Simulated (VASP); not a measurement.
**BiB2N with PBEsol + D3: from relaxation to properties**

Wanted: the relaxed cell of BiB2N and its properties. The steps: rough relaxation of the start cell, full relaxation (PBEsol + D3), second relaxation, single point with fields (PBEsol + D3), band structure (PBEsol + D3), density of states (PBEsol + D3), bands along the symmetry lines (PBEsol + D3 + SOC), bands along the symmetry lines (TB-mBJ), vibrations at Γ (PBEsol + D3) and total and projected DOS (PBEsol + D3) with a changed input. The cell is invented: it takes the structure of COD entry 9008835, BP (space group 216 there), with some of its atoms replaced by other elements, volume scaled by an estimate. It may not be a known or stable phase.

Main program and level: VASP 6.6.1; PBEsol with D3; plane waves and PAW (Bi_d, N, B), in the first sound run; inputs show where later runs differ.

### Step 1. Set-up

Before any relaxation, the start is as follows. The structure is tetragonal, space group P-4m2 (No. 115). Conventional cell: a = 3.101 Å, b = 3.101 Å, c = 4.385 Å, α = 90.00°, β = 90.00°, γ = 90.00°. Nearest to Bi lie 4 B at 1.90 Å. N has 4 B at 1.90 Å nearest. B has 2 N at 1.90 Å and 2 Bi at 1.90 Å nearest. It derives from BP. It takes the structure of COD entry 9008835, BP (space group 216 there), with some of its atoms replaced by other elements, volume scaled by an estimate. Farther neighbours and most contacts between anions are not listed.

As a file:

```xyz
4
Lattice="3.1009 0.0000 0.0000 0.0000 3.1009 0.0000 0.0000 0.0000 4.3854" Properties=species:S:1:pos:R:3 pbc="T T T"
Bi    1.5505    1.5505    0.0000
N     0.0000    0.0000    2.1927
B     0.0000    1.5505    1.0963
B     1.5505    0.0000    3.2890
```

### Step 2. Rough relaxation of the start cell

The start is only an estimate, so a cheap relaxation brings it near a minimum before any careful run. PBEsol restores the gradient expansion of exchange and is tuned for the cells of solids. A dispersion term adds the long-range attraction that semilocal functionals lack. D3 makes the C6 coefficients depend on coordination; zero damping switches the term off at short range.

INCAR

```
SYSTEM = BiB2N
PREC = Normal
ENCUT = 520
EDIFF = 1E-05
NELM = 60
ISMEAR = -1
SIGMA = 0.05
LREAL = .FALSE.
ALGO = Fast
GGA = PS
IVDW = 11
NBANDS = 19
LORBIT = 11
LWAVE = .FALSE.
LCHARG = .FALSE.
KPAR = 2
IBRION = 2
NSW = 40
ISIF = 3
EDIFFG = -0.04
```

POSCAR

```
BiB2N
1.0
    3.1009210000      0.0000000000      0.0000000000
    0.0000000000      3.1009210000      0.0000000000
    0.0000000000      0.0000000000      4.3853640000
Bi N B
1 1 2
Direct
    0.5000000000      0.5000000000      0.0000000000
    0.0000000000      0.0000000000      0.5000000000
    0.0000000000      0.5000000000      0.2500000000
    0.5000000000      0.0000000000      0.7500000000
```

KPOINTS

```
Automatic mesh
0
Gamma
5 5 4
0 0 0
```

The projector-augmented-wave data sets are Bi_d, N and B (PBE family, release 64).

The run is started by

```bash
> mpirun -np 2 vasp_std
```

Log:

```text
[banner, memory and clock lines left out]
running    2 mpi-ranks, on    1 nodes
 distrk:  each k-point on    1 cores,    2 groups
 distr:  one band on    1 cores,    1 groups

 POSCAR found type information on POSCAR BiN B
 POSCAR found :  3 types and       4 ions
|                                                                             |
|               ----> ADVICE to this user running VASP <----                  |
|                                                                             |
|     You enforced a specific xc type in the INCAR file but a different       |
|     [... a line on the potential file left out ...]
|     I HOPE YOU KNOW WHAT YOU ARE DOING!                                     |
|                                                                             |

 LDA part: xc-table for (Slater+PW92), standard interpolation
 POSCAR, INCAR and KPOINTS ok, starting setup
 FFT: planning ... GRIDC
 FFT: planning ... GRID_SOFT
 FFT: planning ... GRID
 WAVECAR not read
 entering main loop
       N       E                     dE             d eps       ncg     rms          rms(c)
DAV:   1     0.228704441604E+03    0.22870E+03   -0.14213E+04   684   0.168E+03
DAV:   2     0.148500971909E+01   -0.22722E+03   -0.21935E+03   725   0.409E+02
DAV:   3    -0.186326982619E+02   -0.20118E+02   -0.19656E+02   870   0.121E+02
DAV:   4    -0.192750826462E+02   -0.64238E+00   -0.63654E+00   878   0.211E+01
DAV:   5    -0.192902806049E+02   -0.15198E-01   -0.15192E-01   903   0.320E+00    0.741E+00
RMM:   6    -0.179952771488E+02    0.12950E+01   -0.11524E+00   708   0.714E+00    0.401E+00
RMM:   7    -0.176575706267E+02    0.33771E+00   -0.13787E+00   706   0.652E+00    0.105E+00
RMM:   8    -0.176585717550E+02   -0.10011E-02   -0.15533E-01   784   0.311E+00    0.710E-01
RMM:   9    -0.176543261210E+02    0.42456E-02   -0.45214E-02   783   0.190E+00    0.155E-01
RMM:  10    -0.176541481468E+02    0.17797E-03   -0.15222E-02   853   0.118E+00    0.881E-02
RMM:  11    -0.176544703114E+02   -0.32216E-03   -0.40811E-03   945   0.505E-01    0.732E-02
RMM:  12    -0.176544805546E+02   -0.10243E-04   -0.31403E-04   740   0.174E-01    0.370E-02
RMM:  13    -0.176544614525E+02    0.19102E-04   -0.12141E-04   781   0.885E-02    0.710E-03
RMM:  14    -0.176544629669E+02   -0.15144E-05   -0.25239E-05   525   0.423E-02
   1 F= -.18361131E+02 E0= -.18359545E+02  d E =-.183611E+02
 curvature:   0.00 expect dE= 0.000E+00 dE for cont linesearch  0.000E+00
 trial: gam= 0.00000 g(F)=  0.143E+02 g(S)=  0.123E+02 ort = 0.000E+00 (trialstep = 0.100E+01)
 search vector abs. value=  0.266E+02
 bond charge predicted
       N       E                     dE             d eps       ncg     rms          rms(c)
DAV:   1    -0.746158673235E+02   -0.56961E+02   -0.26704E+03   850   0.106E+03    0.429E+01
RMM:   2    -0.255077888826E+02    0.49108E+02   -0.21517E+02   768   0.140E+02    0.169E+01
RMM:   3    -0.194928847252E+02    0.60149E+01   -0.93086E+01   844   0.991E+01    0.378E+00
RMM:   4    -0.192679752523E+02    0.22491E+00   -0.13038E+01   756   0.346E+01    0.199E+00
RMM:   5    -0.192058933966E+02    0.62082E-01   -0.26283E+00   850   0.141E+01    0.159E+00
RMM:   6    -0.193421867844E+02   -0.13629E+00   -0.13086E+00   764   0.106E+01    0.229E+00
RMM:   7    -0.191673611411E+02    0.17483E+00   -0.28910E-01   753   0.536E+00    0.649E-01
RMM:   8    -0.191663137804E+02    0.10474E-02   -0.15963E-01   810   0.297E+00    0.142E-01
RMM:   9    -0.191685102697E+02   -0.21965E-02   -0.29951E-02   950   0.130E+00    0.780E-02
RMM:  10    -0.191688888872E+02   -0.37862E-03   -0.44417E-03   824   0.660E-01    0.819E-02
RMM:  11    -0.191687421357E+02    0.14675E-03   -0.12712E-03   860   0.351E-01    0.355E-02
RMM:  12    -0.191687536263E+02   -0.11491E-04   -0.42610E-04   846   0.134E-01    0.156E-02
RMM:  13    -0.191687567388E+02   -0.31125E-05   -0.76259E-05   680   0.634E-02
   2 F= -.19654730E+02 E0= -.19648220E+02  d E =-.129360E+01
[... from here on, the cycles between the ionic steps are left out ...]
   3 F= -.23007715E+02 E0= -.23002377E+02  d E =-.464658E+01
   4 F= -.23093193E+02 E0= -.23088694E+02  d E =-.473206E+01
   5 F= -.23118260E+02 E0= -.23114592E+02  d E =-.475713E+01
   6 F= -.23119322E+02 E0= -.23115434E+02  d E =-.475819E+01
   7 F= -.23495088E+02 E0= -.23492012E+02  d E =-.375766E+00
   8 F= -.23588962E+02 E0= -.23582405E+02  d E =-.469640E+00
   9 F= -.23457849E+02 E0= -.23451027E+02  d E =-.338527E+00
  10 F= -.23605696E+02 E0= -.23598690E+02  d E =-.486374E+00
  11 F= -.23605648E+02 E0= -.23597520E+02  d E =-.486326E+00
  12 F= -.23824304E+02 E0= -.23817434E+02  d E =-.218656E+00
  13 F= -.23943843E+02 E0= -.23936819E+02  d E =-.338195E+00
  14 F= -.24050822E+02 E0= -.24043367E+02  d E =-.445174E+00
  15 F= -.24115780E+02 E0= -.24105493E+02  d E =-.649575E-01
  16 F= -.24130425E+02 E0= -.24121494E+02  d E =-.796026E-01
  17 F= -.24201989E+02 E0= -.24190691E+02  d E =-.715643E-01
  18 F= -.24204839E+02 E0= -.24193230E+02  d E =-.744140E-01
  19 F= -.24207536E+02 E0= -.24197396E+02  d E =-.269716E-02
 trial-energy change:   -0.002697  1 .order   -0.000081   -0.038878    0.038716
 step:   0.7886(harm=  0.7170)  dis= 0.01484  next Energy=   -24.215989 (dE=-0.112E-01)
 bond charge predicted
       N       E                     dE             d eps       ncg     rms          rms(c)
DAV:   1    -0.236493078051E+02   -0.70501E-01   -0.17490E+00   845   0.183E+01    0.129E+00
RMM:   2    -0.236030179013E+02    0.46290E-01   -0.86672E-02   725   0.357E+00    0.514E-01
RMM:   3    -0.235946855169E+02    0.83324E-02   -0.39821E-02   737   0.216E+00    0.932E-02
RMM:   4    -0.235950649002E+02   -0.37938E-03   -0.70600E-03   807   0.692E-01    0.547E-02
RMM:   5    -0.235951787393E+02   -0.11384E-03   -0.12138E-03   902   0.312E-01    0.397E-02
RMM:   6    -0.235951896432E+02   -0.10904E-04   -0.24994E-04   781   0.139E-01    0.205E-02
RMM:   7    -0.235951853532E+02    0.42900E-05   -0.81005E-05   695   0.105E-01
  20 F= -.24216102E+02 E0= -.24205359E+02  d E =-.112631E-01
 curvature:  -0.49 expect dE=-0.508E-04 dE for cont linesearch -0.545E-05
 trial: gam= 0.00000 g(F)=  0.744E-05 g(S)=  0.962E-04 ort =-0.646E-03 (trialstep = 0.130E+01)
 search vector abs. value=  0.104E-03
 reached required accuracy - stopping structural energy minimisation
```

It took 25 s on 2 MPI ranks of Intel Xeon 6975P-C (Granite Rapids), shared host; peak memory 0.29 GiB; 49 s of CPU time.

Lines that name or quote the potential files are left out of all logs, and their timing lines are given in words.

From OUTCAR (step 2):

```text
ion  position               nearest neighbor table
   1  0.500  0.500  0.000-   3 1.90   4 1.90   4 1.90   3 1.90
   2  0.000  0.000  0.500-   3 1.90   4 1.90   3 1.90   4 1.90
   3  0.000  0.500  0.250-   1 1.90   2 1.90   2 1.90   1 1.90
   4  0.500  0.000  0.750-   1 1.90   2 1.90   1 1.90   2 1.90

  LATTYP: Found a simple tetragonal cell.
 ALAT       =     3.1009210000
 C/A-ratio  =     1.4142133902

 Subroutine GETGRP returns: Found  8 space group operations
 (whereof  8 operations were pure point group operations)

The static configuration has the point symmetry D_2d.

 Found     18 irreducible k-points:

   k-points           NKPTS =     18   k-points in BZ     NKDIM =     18   number of bands    NBANDS=     19

   dimension x,y,z NGX =    18 NGY =   18 NGZ =   24
   dimension x,y,z NGXF=    36 NGYF=   36 NGZF=   48

   ENCUT  =  520.0 eV  38.22 Ry    6.18 a.u.   5.77  5.77  8.15*2*pi/ulx,y,z

   NELECT =      26.0000    total number of electrons

 k-points in reciprocal lattice and weights: Automatic mesh
   0.00000000  0.00000000  0.00000000       0.010
   0.20000000  0.00000000  0.00000000       0.040
   0.40000000  0.00000000  0.00000000       0.040
   0.20000000  0.20000000  0.00000000       0.040
   0.40000000  0.20000000  0.00000000       0.080
   0.40000000  0.40000000  0.00000000       0.040
   0.00000000  0.00000000  0.25000000       0.020
   0.20000000  0.00000000  0.25000000       0.080
   0.40000000  0.00000000  0.25000000       0.080
[...]
0.40000000  0.20000000  0.50000000       0.080
   0.40000000  0.40000000  0.50000000       0.040

 Edisp (eV)   -0.62873

 average (electrostatic) potential at core
       1-101.8859       2 -62.4548       3 -25.7164       4 -25.7164

 E-fermi :   9.3094

 k-point     1 :       0.0000    0.0000    0.0000
  band No.  band energies     occupation
    ...
      8      -0.9737      2.00000
      9       1.1649      2.00000
     10       1.1649      2.00000
     11       6.5741      2.00000
     12       7.6208      2.00000
     13      10.7148      0.00000
     14      11.7001      0.00000
     15      12.6463      0.00000
     16      12.6463      0.00000
     17      14.4269      0.00000
    ...

 k-point     2 :       0.2000    0.0000    0.0000
  band No.  band energies     occupation
    ...
      9      -0.3560      2.00000
     10       1.3973      2.00000
     11       6.0989      2.00000
     12       8.2638      2.00000
     13       8.8813      1.99962
     14      10.8806      0.00000
     15      12.4455      0.00000
     16      12.5949      0.00000
     17      13.7547      0.00000
     18      15.2671      0.00000
    ...

 k-point     3 :       0.4000    0.0000    0.0000
  band No.  band energies     occupation
    ...
      8      -1.7660      2.00000
      9       0.8498      2.00000
     10       1.8168      2.00000
     11       3.4769      2.00000
     12       4.4710      2.00000
     13       9.9864      0.00000
     14      10.8831      0.00000
     15      11.8239      0.00000
     16      12.3014      0.00000
     17      15.2335      0.00000
    ...

 Edisp (eV)   -0.62092

  Total       0.00873     0.00873     0.08847     0.00000     0.00000     0.00000
  in kB       0.29015     0.29015     2.94041     0.00000     0.00000     0.00000
  external pressure =        1.17 kB  Pullay stress =        0.00 kB

  energy-cutoff  :      520.00
  volume of cell :       48.21
      direct lattice vectors                 reciprocal lattice vectors
     2.904247192  0.000000000 -0.000000000     0.344323308 -0.000000000 -0.000000000
     0.000000000  2.904247192 -0.000000000    -0.000000000  0.344323308  0.000000000
     0.000000000 -0.000000000  5.715244703     0.000000000  0.000000000  0.174970636

 POSITION                                       TOTAL-FORCE (eV/Angst)
 -----------------------------------------------------------------------------------
      1.45212      1.45212      0.00000        -0.000000      0.000000      0.000000
      0.00000     -0.00000      2.85762         0.000000     -0.000000      0.000000
      0.00000      1.45212      2.19244         0.000000     -0.000000      0.008781
      1.45212     -0.00000      3.52281        -0.000000      0.000000     -0.008781
 -----------------------------------------------------------------------------------
    total drift:                                0.000000      0.000000      0.000000

  FREE ENERGIE OF THE ION-ELECTRON SYSTEM (eV)
  ---------------------------------------------------
  free  energy   TOTEN  =       -24.2161019588 eV

  energy  without entropy=      -24.1946166704  energy(sigma->0) =      -24.20535931

 reached required accuracy - stopping structural energy minimisation

 total charge
# of ion       s       p       d       tot
------------------------------------------
    1        1.520   1.521  10.003  13.043
    2        1.227   2.546   0.000   3.773
    3        0.653   1.040   0.000   1.693
    4        0.653   1.040   0.000   1.693
--------------------------------------------------
tot          4.053   6.146  10.003  20.202

[... 3 further parts left out ...]
```

The k-mesh is coarse for a metal. This relaxation is a rough one on cheap settings, only to bring the start near its minimum. The PAW data sets were made with PBE, which is usual practice but a small mismatch for other functionals. After so large a change of volume the plane waves of the start cell no longer fit, so the final stress carries a basis-set error. The run keeps the 8 symmetry operations of its start, so it cannot find a distortion of lower symmetry.

Relaxation path:

```csv
step,energy less that of the first step (eV),largest force (eV/Å),pressure (GPa),volume (Å³)
1,0.0000,12.1821,69.31,42.17
2,-1.2936,0.7462,-26.09,76.49
3,-4.6466,0.5477,-14.85,55.60
4,-4.7321,1.0506,-11.80,54.16
5,-4.7571,1.6648,-7.79,52.66
6,-4.7582,1.5667,-8.27,52.88
7,-5.1340,0.8298,-2.10,49.17
8,-5.2278,0.5090,2.59,46.97
9,-5.0967,0.0739,19.27,42.72
10,-5.2446,0.5308,5.31,46.10
11,-5.2445,0.3768,7.94,45.30
12,-5.4632,0.2416,4.08,46.62
13,-5.5827,1.2591,-2.55,49.97
14,-5.6897,0.7978,-2.99,48.80
15,-5.7546,1.0108,4.31,47.61
16,-5.7693,0.8895,1.45,48.01
17,-5.8409,0.2556,-2.05,48.95
18,-5.8437,0.1048,-2.65,49.16
19,-5.8464,0.1387,2.70,47.44
20,-5.8550,0.0088,0.12,48.21
```

```csv
cell as run,before,after,change
a (Å),3.101,2.904,-6.3 %
b (Å),3.101,2.904,-6.3 %
c (Å),4.385,5.715,+30.3 %
volume (Å³/atom),10.54,12.05,+14.3 %
```

The atoms that moved most (Å, as changes of fractional coordinates times the final cell):

```csv
atom,dx,dy,dz,length
B3,0.000,0.000,0.764,0.764
B4,0.000,0.000,-0.764,0.764
```

The relaxed structure:

```
Bi N B
1.0
     2.90425    0.00000    0.00000
     0.00000    2.90425    0.00000
     0.00000    0.00000    5.71524
Bi N B
1 1 2
Direct
  0.50000 0.50000 0.00000
  0.00000 0.00000 0.50000
  0.00000 0.50000 0.38361
  0.50000 0.00000 0.61639
```

Numbers from this step:

```yaml
electrons: 26
bands: 19
irreducible_k_points: 18
symmetry_operations: 8
free_energy_toten: -24.22 eV
energy_at_zero_smearing: -24.21 eV
fermi_energy: 9.309 eV
pressure: 0.1174 GPa
metallic_judged_on_the_points_sampled: yes
scf_cycles_over_all_ionic_steps: 182
```

It ends with a largest force of 0.009 eV/Å and a pressure of 0.12 GPa.

[end of part 1 of 7]

[Lines on the potential files, build, host, timing and source positions are cut from VASP's logs without a mark.]

[Logs are printed without paths, hosts, clocks, repeated set-up lines and the standing remarks that a program may print on its own settings, such as how far it seeks lower states.]

[Hosts, paths, dates, database ids (printed as entryN), source tags and the programs' standing remarks are cut or masked in the printed files.]

[A measured line is paired with the nearest computed mode of its activity, which favours agreement.]

[In band tables of VASP the shares of atoms and orbitals are scaled to a sum of 1 inside the atoms' spheres.]
